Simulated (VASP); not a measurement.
# InGaAsP: structure and properties in VASP, part 3 of 4

What structure does InGaAsP take at this level, and what are its properties? The cell is invented: it takes the structure of a Materials Project entry for InGaAs2 (space group 160 there), with some of its atoms replaced by other elements, volume scaled by an estimate. It may not be a known or stable phase.

VASP 6.6.1, plane waves and PAW; the level of theory is named at each step.

Still holding for the runs below: The electron count would fill whole bands, but the bands touch or overlap. That can be a semimetal, a small gap that the functional closes or, with several bands partly filled, an ordinary metal.

So far. Step 3 (Full relaxation (PBEsol)): It ends with a largest force of 0.008 eV/Å and a pressure of 0.04 GPa. Step 4 (Single point with fields (PBEsol)): In this run the pressure is 0.02 GPa, small enough to go on; single stress components reach 0.05 GPa. The relaxed cell has a = 4.070, c = 20.097 Å (conventional setting).

## 5. Band structure (PBEsol)

Level of this step: PBEsol; plane waves and PAW (In_d, As, Ga_d, P); invented cell (VASP).

Levels along the symmetry lines show where the bands peak and cross; KPOINTS_OPT computes them in the converged potential.

Contents of INCAR:

```
SYSTEM = InGaAsP
PREC = Accurate
ENCUT = 400
EDIFF = 1E-06
NELM = 100
ISMEAR = 0
SIGMA = 0.05
LREAL = .FALSE.
ALGO = Normal
GGA = PS
NBANDS = 32
LORBIT = 11
LWAVE = .FALSE.
LCHARG = .FALSE.
KPAR = 2
```

Contents of POSCAR:

```
InGaAsP
1.0
    2.0348332696      1.1748108590      6.6989738757
   -2.0348332696      1.1748108590      6.6989738757
    0.0000000000     -2.3496226582      6.6989738711
In As Ga P
1 1 1 1
Direct
    0.6216017006      0.6216017006      0.6216017006
    0.0059138282      0.0059138282      0.0059138282
    0.1273576380      0.1273576380      0.1273576380
    0.4951278330      0.4951278330      0.4951278330
```

Contents of KPOINTS:

```
Automatic mesh
0
Gamma
6 6 6
0 0 0
```

Contents of KPOINTS_OPT:

```
Line mode
16
Line-mode
Reciprocal
  0.00000000   0.00000000   0.00000000 GAMMA
  0.50000000   0.00000000   0.00000000 L

  0.50000000   0.00000000   0.00000000 L
  0.50000000   0.18717018  -0.18717018 B1

  0.81282982   0.50000000   0.18717018 B
  0.50000000   0.50000000   0.50000000 Z

  0.50000000   0.50000000   0.50000000 Z
  0.00000000   0.00000000   0.00000000 GAMMA

  0.00000000   0.00000000   0.00000000 GAMMA
  0.34358509   0.00000000  -0.34358509 X

  0.65641491   0.34358509   0.00000000 Q
  0.50000000   0.50000000   0.00000000 F

  0.50000000   0.50000000   0.00000000 F
  0.65641491   0.65641491   0.18717018 P1

  0.65641491   0.65641491   0.18717018 P1
  0.50000000   0.50000000   0.50000000 Z

  0.50000000   0.00000000   0.00000000 L
  0.81282982   0.34358509   0.34358509 P
```

Potentials, in the order of the species: In_d, As, Ga_d and P (PBE family, release 64).

The run is started by

```
mpirun -np 2 vasp_std
```

The log of the run:

```text
[... set-up lines as in an earlier step ...]
 entering main loop
       N       E                     dE             d eps       ncg     rms          rms(c)
DAV:   1     0.267892596544E+03    0.26789E+03   -0.13967E+04  2192   0.124E+03
DAV:   2     0.161214679156E+02   -0.25177E+03   -0.23713E+03  2144   0.366E+02
DAV:   3    -0.173677087042E+02   -0.33489E+02   -0.33124E+02  2504   0.114E+02
DAV:   4    -0.186181285648E+02   -0.12504E+01   -0.12489E+01  2424   0.234E+01
DAV:   5    -0.186563150340E+02   -0.38186E-01   -0.38182E-01  2992   0.406E+00    0.630E+00
DAV:   6    -0.181252290488E+02    0.53109E+00   -0.64666E-01  3000   0.116E+01    0.358E+00
DAV:   7    -0.180601259160E+02    0.65103E-01   -0.31849E-01  3096   0.327E+00    0.106E+00
DAV:   8    -0.180564673408E+02    0.36586E-02   -0.47030E-02  2816   0.199E+00    0.438E-01
DAV:   9    -0.180565494363E+02   -0.82095E-04   -0.34944E-03  2824   0.516E-01    0.193E-01
DAV:  10    -0.180567089000E+02   -0.15946E-03   -0.42835E-04  3144   0.179E-01    0.110E-01
DAV:  11    -0.180568068261E+02   -0.97926E-04   -0.15450E-04  2336   0.721E-02    0.329E-02
DAV:  12    -0.180568006866E+02    0.61395E-05   -0.97109E-06  2544   0.226E-02    0.121E-02
DAV:  13    -0.180568028381E+02   -0.21515E-05   -0.49635E-06  2152   0.849E-03    0.367E-03
DAV:  14    -0.180568028549E+02   -0.16801E-07   -0.49668E-07  1784   0.561E-03
   1 F= -.18056803E+02 E0= -.18056651E+02  d E =-.303936E-03
 Start KPOINTS_OPT (optional k-point list driver)
k-point batch [1-32\144]
       N       E                     dE             ncg
DAV:   1     0.251906617459E+04   -0.21094E+05     2192
DAV:   2    -0.555254589189E+04   -0.80716E+04     2136
DAV:   3    -0.663637241274E+04   -0.10838E+04     2392
DAV:   4    -0.667688667052E+04   -0.40514E+02     2528
DAV:   5    -0.667816646440E+04   -0.12798E+01     3104
DAV:   6    -0.667818993039E+04   -0.23466E-01     2664
DAV:   7    -0.667819067365E+04   -0.74326E-03     3160
DAV:   8    -0.667819069068E+04   -0.17033E-04     2480
DAV:   9    -0.667819069102E+04   -0.33204E-06     1704
[...]
k-point batch [129-144\144]
       N       E                     dE             ncg
DAV:   1     0.103159338202E+05   -0.13925E+05     1064
DAV:   2     0.629716277756E+04   -0.40188E+04     1040
DAV:   3     0.577540825896E+04   -0.52175E+03     1248
DAV:   4     0.575649604624E+04   -0.18912E+02     1320
DAV:   5     0.575592802484E+04   -0.56802E+00     1496
DAV:   6     0.575591617726E+04   -0.11848E-01     1432
DAV:   7     0.575591589768E+04   -0.27958E-03     1480
DAV:   8     0.575591589066E+04   -0.70233E-05     1352
DAV:   9     0.575591589054E+04   -0.11881E-06      824
```

It took 8 min on 2 MPI ranks of AMD EPYC 7R43, shared host; peak memory 0.67 GiB; 16 min of CPU time.

OUTCAR, selected parts (step 5):

```text
   k-points           NKPTS =     32   k-points in BZ     NKDIM =     32   number of bands    NBANDS=     32

   NELECT =      36.0000    total number of electrons

 E-fermi :   4.7338

 k-point     1 :       0.0000    0.0000    0.0000
  band No.  band energies     occupation
    ...
     15       3.1310      2.00000
     16       4.2267      2.00000
     17       4.6506      1.98137
     18       4.7316      1.04951
     19       4.7316      1.04949
     20       5.8926      0.00000
     21       8.0591      0.00000
     22       8.0591      0.00000
     23       8.3398      0.00000
     24       9.3473      0.00000
    ...

  Total        0.0093906      0.0093906      0.0340880      0.0000000     -0.0000000      0.0000000
  in kB        0.1565848      0.1565847      0.5684027      0.0000000     -0.0000000      0.0000000
  external PRESSURE =       0.2938574 kB  Pullay stress =       0.0000000 kB

 POSITION                                       TOTAL-FORCE (eV/Angst)
 -----------------------------------------------------------------------------------
      0.00000     -0.00000     12.49228         0.000000      0.000000     -0.006760
      0.00000     -0.00000      0.11885         0.000000     -0.000000      0.005239
      0.00000     -0.00000      2.55950         0.000000      0.000000     -0.006678
      0.00000     -0.00000      9.95055         0.000000     -0.000000      0.008199
 -----------------------------------------------------------------------------------
    total drift:                               -0.000000     -0.000032     -0.001199

  FREE ENERGIE OF THE ION-ELECTRON SYSTEM (eV)
  ---------------------------------------------------
  free  energy   TOTEN  =       -18.0568028549 eV

  energy  without entropy=      -18.0564989191  energy(sigma->0) =      -18.05665089

[... 11 parts as in an earlier step ...]

[... 5 further parts left out ...]
```

Spin-orbit coupling is off here; it can split and shift levels that hold much weight on In by tenths of an eV or more.

This step gave:

```
bands    : 32
pressure : 0.02939 GPa
```

Electronic bands along the path, in eV, zero at the Fermi level; # counts the bands kept in this run, so #1 is VASP's band 13:

```
          point     #3     #4     #5     #6    #7    #8    #9   #10
              Γ  -1.60  -0.51  -0.08   0.00  0.00  1.16  3.33  3.33
0.47 of the way  -2.99  -2.14  -1.27  -0.90  1.61  2.59  3.09  4.32
              L  -3.37  -3.30  -2.63  -1.67  1.38  2.60  3.96  4.20
0.47 of the way  -3.82  -3.49  -2.70  -2.19  2.77  3.46  3.71  4.17
             B1  -4.04  -3.50  -2.33  -2.25  2.11  2.26  4.16  4.91
      jump to B  -4.04  -3.50  -2.33  -2.25  2.11  2.26  4.16  4.91
0.53 of the way  -2.80  -2.64  -1.81  -1.27  2.13  2.61  3.05  3.70
              Z  -1.47  -1.47  -0.32  -0.32  0.47  2.07  3.76  3.76
0.53 of the way  -1.55  -1.55  -0.14  -0.14  0.38  1.77  3.53  3.53
              Γ  -1.60  -0.51  -0.08   0.00  0.00  1.16  3.33  3.33
0.47 of the way  -3.34  -2.72  -1.89  -0.71  2.02  3.03  3.53  4.15
              X  -4.13  -3.47  -2.49  -2.18  1.89  3.07  3.72  4.55
      jump to Q  -4.13  -3.47  -2.49  -2.18  1.89  3.07  3.72  4.55
0.47 of the way  -3.64  -2.64  -2.39  -1.74  1.45  1.93  2.80  3.83
              F  -2.92  -2.81  -1.42  -1.14  0.66  1.14  1.63  4.30
0.47 of the way  -2.90  -2.83  -1.60  -1.17  0.79  1.21  1.70  4.36
             P1  -2.90  -2.85  -2.08  -1.26  1.02  1.50  1.98  4.20
0.47 of the way  -2.83  -2.29  -2.12  -0.82  1.46  2.46  2.82  4.58
              Z  -1.47  -1.47  -0.32  -0.32  0.47  2.07  3.76  3.76
      jump to L  -3.37  -3.30  -2.63  -1.67  1.38  2.60  3.96  4.20
0.47 of the way  -3.30  -2.90  -2.71  -1.54  1.29  2.40  2.94  4.10
              P  -2.90  -2.85  -2.08  -1.26  1.02  1.51  1.98  4.20
```

Of the projections kept (In, As, Ga, P), the largest for each band there, as a share of the weight inside these atoms' spheres; weight between the spheres isn't counted:

```
point      #3       #4       #5       #6       #7       #8       #9      #10
    Γ  P 0.57   P 0.44  Ga 0.41  As 0.65  As 0.65  In 0.42  Ga 0.71  Ga 0.71
    L  P 0.35  As 0.35   P 0.61  As 0.62  Ga 0.66  In 0.59  In 0.35  Ga 0.38
   B1  P 0.53  As 0.50  As 0.40   P 0.34  Ga 0.38  In 0.44   P 0.55  As 0.41
    B  P 0.53  As 0.50  As 0.40   P 0.34  Ga 0.38  In 0.44   P 0.55  As 0.41
    Z  P 0.66   P 0.66  As 0.70  As 0.70  Ga 0.63  In 0.53  Ga 0.78  Ga 0.78
    Γ  P 0.57   P 0.44  Ga 0.41  As 0.65  As 0.65  In 0.42  Ga 0.71  Ga 0.71
```

There is no gap at this level: valence and conduction bands touch or overlap by little, or lie apart by less than the smearing. Semilocal levels underestimate gaps, so a small one may be lost here.

## 6. Density of states (PBEsol)

Here the states are counted by energy and projected on the atoms. The mesh is finer than in the run before.

Changes to INCAR since step 5:

```diff
@@ -5,3 +5,3 @@
 NELM = 100
-ISMEAR = 0
+ISMEAR = -5
 SIGMA = 0.05
@@ -15 +15,2 @@
 KPAR = 2
+NEDOS = 2001
```

POSCAR is that of step 5.

Contents of KPOINTS:

```
Automatic mesh
0
Gamma
8 8 8
0 0 0
```

The run is started by

```
mpirun -np 2 vasp_std
```

The log of the run:

```text
[... set-up lines as in an earlier step ...]
 entering main loop
       N       E                     dE             d eps       ncg     rms          rms(c)
DAV:   1     0.268890576615E+03    0.26889E+03   -0.13937E+04  4464   0.124E+03
DAV:   2     0.160729163667E+02   -0.25282E+03   -0.23841E+03  4312   0.365E+02
DAV:   3    -0.173844301887E+02   -0.33457E+02   -0.33066E+02  5032   0.114E+02
DAV:   4    -0.186299789734E+02   -0.12455E+01   -0.12441E+01  5048   0.232E+01
DAV:   5    -0.186677781089E+02   -0.37799E-01   -0.37795E-01  6104   0.401E+00    0.635E+00
DAV:   6    -0.181411700757E+02    0.52661E+00   -0.64820E-01  6160   0.116E+01    0.359E+00
DAV:   7    -0.180759294833E+02    0.65241E-01   -0.31378E-01  6416   0.326E+00    0.105E+00
DAV:   8    -0.180723455869E+02    0.35839E-02   -0.47143E-02  5800   0.198E+00    0.451E-01
DAV:   9    -0.180724036706E+02   -0.58084E-04   -0.34324E-03  5744   0.506E-01    0.196E-01
DAV:  10    -0.180725622234E+02   -0.15855E-03   -0.42515E-04  6400   0.177E-01    0.109E-01
DAV:  11    -0.180726593468E+02   -0.97123E-04   -0.14946E-04  4776   0.698E-02    0.310E-02
DAV:  12    -0.180726537776E+02    0.55693E-05   -0.89846E-06  5248   0.217E-02    0.120E-02
DAV:  13    -0.180726560436E+02   -0.22660E-05   -0.49516E-06  4344   0.884E-03    0.361E-03
DAV:  14    -0.180726560764E+02   -0.32880E-07   -0.43491E-07  3552   0.503E-03
   1 F= -.18072656E+02 E0= -.18072656E+02  d E =0.000000E+00
```

Elapsed: 3.7 min, on 2 MPI ranks; peak memory 0.75 GiB.

Parts of OUTCAR (step 6):

```text
   k-points           NKPTS =     65   k-points in BZ     NKDIM =     65   number of bands    NBANDS=     32

   NELECT =      36.0000    total number of electrons

 E-fermi :   4.7324

 k-point     1 :       0.0000    0.0000    0.0000
  band No.  band energies     occupation
    ...
     14       3.1233      2.00000
     15       3.1233      2.00000
     16       4.2228      2.00000
     17       4.6456      2.00000
     18       4.7325      2.00000
     19       4.7325      0.00000
     20       5.8936      0.00000
     21       8.0539      0.00000
     22       8.0539      0.00000
     23       8.3406      0.00000
    ...

  Total       -0.0339393     -0.0339392      0.0477072      0.0000000     -0.0000000      0.0000000
  in kB       -0.5659220     -0.5659216      0.7954959      0.0000000     -0.0000000      0.0000000
  external PRESSURE =      -0.1121159 kB  Pullay stress =       0.0000000 kB

 POSITION                                       TOTAL-FORCE (eV/Angst)
 -----------------------------------------------------------------------------------
      0.00000     -0.00000     12.49228         0.000000     -0.000000      0.001894
      0.00000     -0.00000      0.11885         0.000000     -0.000000      0.003124
      0.00000     -0.00000      2.55950         0.000000      0.000000     -0.017229
      0.00000     -0.00000      9.95055         0.000000     -0.000000      0.012210
 -----------------------------------------------------------------------------------
    total drift:                               -0.000000     -0.000032     -0.001154

  FREE ENERGIE OF THE ION-ELECTRON SYSTEM (eV)
  ---------------------------------------------------
  free  energy   TOTEN  =       -18.0726560764 eV

  energy  without entropy=      -18.0726560764  energy(sigma->0) =      -18.07265608

[... 6 parts as in an earlier step ...]

[... 10 further parts left out ...]
```

With tetrahedra the forces and stress of a metal are not exact derivatives of the energy.

Numbers from this step:

| Property | Result |
| --- | --- |
| irreducible k-points | 65 |
| free energy (TOTEN) | -18.07 eV |
| Fermi energy | 4.732 eV |
| pressure | -0.01121 GPa |
| DOS at the Fermi level, one point of the energy grid | 0 states/eV/cell |

The density of states has structure finer than the step of the table below, so its rows give means over 0.5 eV, whole bins alone (the curve runs from -12.0 to 5.85 eV). Peaks (eV: height): total -9.99: 4.99, -2.67: 4.97, 4.18: 5.26, 4.86: 4.54; As p -2.67: 0.586, -1.55: 0.567, 4.18: 0.32, 4.86: 0.243; P p -6.55: 0.345, -3.75: 0.385, -2.67: 0.824, -2.03: 0.481; Ga p -2.67: 0.529, 2.49: 0.314, 4.21: 0.455, 4.86: 0.494; In p -2.67: 0.294, -1.63: 0.292, 4.18: 0.399, 4.86: 0.409.

States under -12.0 eV and over 5.8 eV are left out. Table of density of states by energy, zero at the Fermi level; means over each step; 7 of 9 lines; values in states/eV/cell:

```
energy (eV)   total     As p      P p     Ga p     In p     Ga s     In s
      -11.5   0.937  0.00299  0.00257  0.00664  0.00928   0.0747   0.0546
      -11.0    1.61  0.00533  0.00465   0.0183   0.0230    0.103   0.0748
      -10.5    2.70  0.00639  0.00620   0.0423   0.0532    0.123   0.0836
      -10.0    2.16  0.00274  0.00150   0.0568   0.0480   0.0208   0.0381
       -9.5       0        0        0        0        0        0        0
       -9.0       0        0        0        0        0        0        0
       -8.5       0        0        0        0        0        0        0
       -8.0       0        0        0        0        0        0        0
       -7.5       0        0        0        0        0        0        0
       -7.0   0.139  0.00462   0.0139  0.00174  0.00202   0.0486  0.00311
       -6.5    2.55    0.117    0.228   0.0371   0.0303    0.779    0.178
       -6.0    1.47    0.133   0.0868   0.0301   0.0250    0.175    0.311
       -5.5    1.58    0.163   0.0826   0.0329   0.0306   0.0909    0.408
       -5.0   0.843   0.0698   0.0637   0.0261   0.0165   0.0586    0.168
       -4.5   0.553   0.0316   0.0602   0.0241   0.0104   0.0405   0.0837
       -4.0    1.07   0.0553    0.173   0.0971   0.0364   0.0399   0.0501
       -3.5    2.40    0.255    0.324    0.195    0.164   0.0412   0.0473
       -3.0    2.99    0.342    0.450    0.270    0.203   0.0312   0.0531
       -2.5    3.06    0.371    0.503    0.299    0.195   0.0202   0.0437
       -2.0    2.75    0.441    0.411    0.186    0.247   0.0154   0.0326
       -1.5    2.43    0.547    0.270    0.106    0.272  0.00962   0.0161
       -1.0    1.43    0.392    0.128   0.0413    0.162  0.00436  0.00619
       -0.5   0.682    0.224   0.0459   0.0108   0.0722  0.00284  0.00168
        0.0  0.0688   0.0243  0.00424   6.4e-4  0.00636   5.5e-4   9.9e-5
        0.5  0.0493  0.00288  0.00497  0.00255   6.9e-4   0.0106   6.4e-4
        1.0   0.504   0.0107   0.0449   0.0305  0.00733   0.0898   0.0140
        1.5    1.92   0.0398    0.179    0.122   0.0439    0.264   0.0528
        2.0    2.43   0.0909    0.188    0.139   0.0870    0.219    0.130
        2.5    2.84    0.162    0.162    0.194    0.137    0.116    0.221
        3.0    1.92    0.151    0.115    0.111   0.0981   0.0579    0.166
        3.5    2.05    0.133    0.161    0.171    0.108   0.0623    0.116
        4.0    3.14    0.164    0.190    0.321    0.246   0.0496   0.0717
        4.5    2.70    0.161    0.159    0.263    0.227   0.0386   0.0523
        5.0    3.35    0.202    0.178    0.356    0.302   0.0309   0.0316
        5.5    2.13    0.161    0.112    0.179    0.217   0.0206   0.0235
```

The finer mesh and the other smearing move the Fermi level by -0.00 eV from the 6×6×6 run, a small shift, which tests the Fermi level alone. Of the states within 0.3 eV of the Fermi level, the largest shares in the PAW spheres are As p 35 %, In p 9 % and P p 6 %. The rest lies in smaller channels or between the spheres.

[end of part 3 of 4]

[Lines on the potential files, build, host, timing and source positions are cut from VASP's logs without a mark.]

[Logs are printed without paths, hosts, clocks, repeated set-up lines and the standing remarks that a program may print on its own settings, such as how far it seeks lower states.]

[Hosts, paths, dates, database ids (printed as entryN), source tags and the programs' standing remarks are cut or masked in the printed files.]

[A measured line is paired with the nearest computed mode of its activity, which favours agreement.]

[In band tables of VASP the shares of atoms and orbitals are scaled to a sum of 1 inside the atoms' spheres.]
